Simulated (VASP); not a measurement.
An input for Ansatz (written as the equivalent of a VASP run, and not itself run):

Ansatz 0.2 input:
```yaml
crystal:
  lattice:
    - [-2.8228013, 2.8228013, 1.5316720]
    - [2.8228013, -2.8228013, 1.5316720]
    - [2.8228013, 2.8228013, -1.5316720]
  atoms:
    - { symbol: Sn, position: [0.2500000, 0.7500000, 0.5000000] }
    - { symbol: Sn, position: [0.0000000, 0.0000000, 0.0000000] }
kpoints:
  mp_grid: { grid: [13, 13, 13] }
hamiltonian:
  xc: lda
  pseudopotentials: { kind: paw }
scf:
  occupations: { method: methfessel_paxton, width: 0.1 }
  max_iter: 100
relax:
  max_steps: 40
  f_tol: 0.02
  cell: { p_target: 10 }
output: { forces: true, stress: true, eigenvalues: true }
```

Question: Write the VASP files for the same calculation (LDA).

Answer: This is not unique; one that fits is 
**POSCAR**
```
Sn
1
   -2.8228013415     2.8228013415     1.5316720441
    2.8228013415    -2.8228013415     1.5316720441
    2.8228013415     2.8228013415    -1.5316720441
Sn
2
Direct
  0.2500000000   0.7500000000   0.5000000000
  0.0000000000   0.0000000000   0.0000000000
```

### KPOINTS
```
Automatic mesh
0
Gamma
13 13 13
0 0 0
```

INCAR:
```
SYSTEM  =  Sn
PREC  =  Accurate; ENCUT  =  500; LREAL  =  .False.
LASPH  =  .True.
EDIFF  =  1E-6; NELM  =  100; ALGO  =  Normal
LMAXMIX  =  4
ISMEAR  =  1; SIGMA  =  0.1
IBRION  =  2; NSW  =  40; ISIF  =  3
EDIFFG  =  -0.02; PSTRESS  =  100
LWAVE  =  .False.; LCHARG  =  .False.
```

POTCAR, in this order: Sn_d (LDA.64 set). Program: vasp_std.

Limits of the translation: each code has its own PAW files, so the cut-off isn't converted (ENCUT is set for VASP's; basis.ecutwfc is left out, and Ansatz then takes the one that its files recommend); Ansatz stops its SCF on the density residual and VASP on the energy change (EDIFF); Ansatz's lda is the Perdew-Wang form, while the LDA potentials of VASP carry Perdew-Zunger's.

The compound is Sn in the beta structure. This run relaxes it under an external pressure of 10 GPa. Symmetry was kept, so distortions that lower it aren't found.
